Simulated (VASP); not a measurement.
OSZICAR of a VASP run on NiO (rock salt, AFM-II order):

File OSZICAR:
```
       N       E                     dE             d eps       ncg     rms          rms(c)
DAV:   1     0.258016960625E+03    0.25802E+03   -0.15978E+04  5344   0.211E+03
DAV:   2     0.356770861074E+01   -0.25445E+03   -0.23832E+03  5372   0.406E+02
DAV:   3    -0.267736116295E+02   -0.30341E+02   -0.28853E+02  5948   0.160E+02
DAV:   4    -0.277719311504E+02   -0.99832E+00   -0.99108E+00  5904   0.309E+01
DAV:   5    -0.278001480353E+02   -0.28217E-01   -0.28204E-01  6200   0.488E+00    0.204E+01
DAV:   6    -0.252408168802E+02    0.25593E+01   -0.51111E+01  7908   0.115E+02    0.232E+01
DAV:   7    -0.232961382641E+02    0.19447E+01   -0.82142E+00  6640   0.906E+01    0.922E+00
DAV:   8    -0.235492565429E+02   -0.25312E+00   -0.26155E+00  5848   0.138E+01    0.613E+00
DAV:   9    -0.234702701407E+02    0.78986E-01   -0.17019E-01  8168   0.108E+01    0.147E+00
DAV:  10    -0.234880885687E+02   -0.17818E-01   -0.73478E-02  6800   0.386E+00    0.621E-01
DAV:  11    -0.234867088158E+02    0.13798E-02   -0.83629E-03  8128   0.236E+00    0.136E-01
DAV:  12    -0.234870176380E+02   -0.30882E-03   -0.30692E-03  7488   0.621E-01    0.780E-02
DAV:  13    -0.234869862126E+02    0.31425E-04   -0.11457E-04  7116   0.131E-01    0.401E-02
DAV:  14    -0.234869882764E+02   -0.20637E-05   -0.12021E-04  7584   0.103E-01    0.271E-02
DAV:  15    -0.234869850326E+02    0.32438E-05   -0.11816E-05  5928   0.469E-02    0.127E-02
DAV:  16    -0.234869846593E+02    0.37336E-06   -0.85453E-06  6128   0.364E-02
   1 F= -.23486985E+02 E0= -.23486985E+02  d E =-.234870E+02  mag=     0.0000
       N       E                     dE             d eps       ncg     rms          rms(c)
DAV:   1    -0.234944028489E+02   -0.74178E-02   -0.14849E-01  6360   0.561E+00    0.652E-01
DAV:   2    -0.234879550109E+02    0.64478E-02   -0.28573E-02  6272   0.328E+00    0.414E-01
DAV:   3    -0.234873578992E+02    0.59711E-03   -0.24124E-03  7592   0.119E+00    0.226E-01
DAV:   4    -0.234872414429E+02    0.11646E-03   -0.52403E-04  7008   0.360E-01    0.808E-02
DAV:   5    -0.234871887167E+02    0.52726E-04   -0.13018E-04  8928   0.226E-01    0.467E-02
DAV:   6    -0.234871713105E+02    0.17406E-04   -0.69924E-05  6520   0.153E-01    0.152E-02
DAV:   7    -0.234871705882E+02    0.72234E-06   -0.14538E-05  7824   0.373E-02    0.751E-03
DAV:   8    -0.234871703837E+02    0.20451E-06   -0.58674E-07  2728   0.200E-02
   2 F= -.23487170E+02 E0= -.23487170E+02  d E =-.185724E-03  mag=     0.0000
       N       E                     dE             d eps       ncg     rms          rms(c)
DAV:   1    -0.234880888465E+02   -0.91826E-03   -0.17323E-02  6376   0.192E+00    0.223E-01
DAV:   2    -0.234873307826E+02    0.75806E-03   -0.33480E-03  6272   0.114E+00    0.143E-01
DAV:   3    -0.234872571854E+02    0.73597E-04   -0.28808E-04  7624   0.412E-01    0.773E-02
DAV:   4    -0.234872434434E+02    0.13742E-04   -0.62917E-05  6992   0.123E-01    0.279E-02
DAV:   5    -0.234872368634E+02    0.65800E-05   -0.12807E-05  7008   0.775E-02    0.155E-02
DAV:   6    -0.234872349661E+02    0.18974E-05   -0.11360E-05  5744   0.567E-02    0.588E-03
DAV:   7    -0.234872347032E+02    0.26286E-06   -0.17450E-06  3496   0.140E-02
   3 F= -.23487235E+02 E0= -.23487235E+02  d E =-.250044E-03  mag=    -0.0000
```

Q: Which electronic solver shows in the log?

A: It is blocked Davidson (ALGO = Normal, or the opening steps of other solvers). The INCAR had ALGO = Normal.

Q: How was spin treated?

A: Collinear spin (ISPIN = 2): the summary line carries one mag value, 0.00 μB in the cell.

Q: Can the final energy be trusted as converged?

A: The run converged. It stopped with EDIFF = 1E-6, NELM = 100, NSW = 60 and EDIFFG = -0.02 after 3 ionic steps (PBE GGA, plane waves, VASP's PBE PAW potentials (set 64)).

The compound is NiO in the rock salt, AFM-II order structure. This run relaxes it. Symmetry was kept, so distortions that lower it aren't found. The start is the result of an earlier pass.
